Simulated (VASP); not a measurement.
All values below come from LDA (Ceperley-Alder, Perdew-Zunger), VASP's LDA PAW potentials (set 64) (plane waves; VASP).

A VASP calculation is set up with these files.

### KPOINTS
```
K-points
0
G
7 7 7
```

INCAR:
```
SYSTEM = Ca(CoGe)2
PREC = Accurate; ENCUT = 300; LREAL = .FALSE.
LASPH = .TRUE.
EDIFF = 1E-6; NELM = 100; ALGO = Normal
LMAXMIX = 4
ISMEAR = -1; SIGMA = 0.05
ISIF = 2
LWAVE = .FALSE.; LCHARG = .FALSE.
```

**POSCAR**
```
Ca(CoGe)2
1
   -2.0045780000     2.0045780000     5.2280570000
    2.0045780000    -2.0045780000     5.2280570000
    2.0045780000     2.0045780000    -5.2280570000
Ca Co Ge
1 2 2
Direct
  0.0000000000   0.0000000000   0.0000000000
  0.2500000000   0.7500000000   0.5000000000
  0.7500000000   0.2500000000   0.5000000000
  0.3671000000   0.3671000000   0.0000000000
  0.6329000000   0.6329000000   0.0000000000
```

POTCAR, in this order: Ca_sv Co Ge_d (LDA.64 set). Program: vasp_std.

Output

**OSZICAR**
```
       N       E                     dE             d eps       ncg     rms          rms(c)
DAV:   1     0.436417380786E+03    0.43642E+03   -0.19618E+04  2906   0.273E+03
DAV:   2     0.310398542581E+02   -0.40538E+03   -0.39799E+03  2640   0.644E+02
DAV:   3    -0.312028878064E+02   -0.62243E+02   -0.61151E+02  2881   0.185E+02
DAV:   4    -0.345577199934E+02   -0.33548E+01   -0.33240E+01  3965   0.459E+01
DAV:   5    -0.346970573331E+02   -0.13934E+00   -0.13925E+00  4215   0.751E+00    0.172E+01
DAV:   6    -0.464277984762E+02   -0.11731E+02   -0.11399E+02  3303   0.915E+01    0.349E+01
DAV:   7    -0.313981764557E+02    0.15030E+02   -0.47905E+01  2970   0.656E+01    0.450E+00
DAV:   8    -0.316371558136E+02   -0.23898E+00   -0.57406E+00  3368   0.126E+01    0.304E+00
DAV:   9    -0.315618456732E+02    0.75310E-01   -0.72315E-01  4440   0.750E+00    0.970E-01
DAV:  10    -0.315569946480E+02    0.48510E-02   -0.47442E-02  3839   0.176E+00    0.468E-01
DAV:  11    -0.315562989542E+02    0.69569E-03   -0.49871E-03  3792   0.646E-01    0.253E-01
DAV:  12    -0.315560153873E+02    0.28357E-03   -0.63192E-04  4031   0.238E-01    0.119E-01
DAV:  13    -0.315559417761E+02    0.73611E-04   -0.21822E-04  3656   0.103E-01    0.319E-02
DAV:  14    -0.315559415448E+02    0.23131E-06   -0.22713E-05  2775   0.283E-02    0.208E-02
DAV:  15    -0.315559398957E+02    0.16491E-05   -0.49992E-06  2968   0.182E-02    0.362E-03
DAV:  16    -0.315559398811E+02    0.14662E-07   -0.60624E-07  1587   0.644E-03
   1 F= -.31555940E+02 E0= -.31546576E+02  d E =-.187271E-01
```

### OUTCAR
```
------------------------ aborting loop because EDIFF is reached ----------------------------------------
  FORCE on cell =-STRESS in cart. coord.  units (eV):
  Direction    XX          YY          ZZ          XY          YZ          ZX
  --------------------------------------------------------------------------------------
  Total       -6.2026743     -6.2026743     -5.5597361      0.0000000      0.0000000      0.0000000
  in kB     -118.2614869   -118.2614869   -106.0030922      0.0000000      0.0000000      0.0000000
  external PRESSURE =    -114.1753553 kB  Pullay stress =       0.0000000 kB
  volume of cell :       84.03
      direct lattice vectors                 reciprocal lattice vectors
    -2.004578000  2.004578000  5.228057000     0.000000000  0.249429057  0.095637825
     2.004578000 -2.004578000  5.228057000     0.249429057  0.000000000  0.095637825
     2.004578000  2.004578000 -5.228057000     0.249429057  0.249429057  0.000000000
 POSITION                                       TOTAL-FORCE (eV/Angst)
 -----------------------------------------------------------------------------------
      0.00000      0.00000      0.00000        -0.000000     -0.000000      0.000000
      2.00458      0.00000      2.61403        -0.000000     -0.000000     -0.000000
      0.00000      2.00458      2.61403        -0.000000     -0.000000      0.000000
      0.00000      0.00000      3.83844         0.000000      0.000000     -0.471770
      0.00000      0.00000      6.61767        -0.000000     -0.000000      0.471770
 -----------------------------------------------------------------------------------
    total drift:                               -0.000000      0.000000      0.000000
  FREE ENERGIE OF THE ION-ELECTRON SYSTEM (eV)
  ---------------------------------------------------
  free  energy   TOTEN  =       -31.5559398811 eV

  energy  without entropy=      -31.5372127573  energy(sigma->0) =      -31.54657632
```
(Selected blocks of OUTCAR.)

At this cut-off the stress carries a Pulay error, which pulls relaxed volumes low.

The structure comes from a computed database's CaCo2Ge2 entry; how it stands against other phases isn't given here. The cell was not relaxed at this level. The k-mesh is coarse (spacing up to 0.32 per Å, 2π included), so the numbers may not be converged in it. The run is not spin-polarised, so no magnetic state was tried.
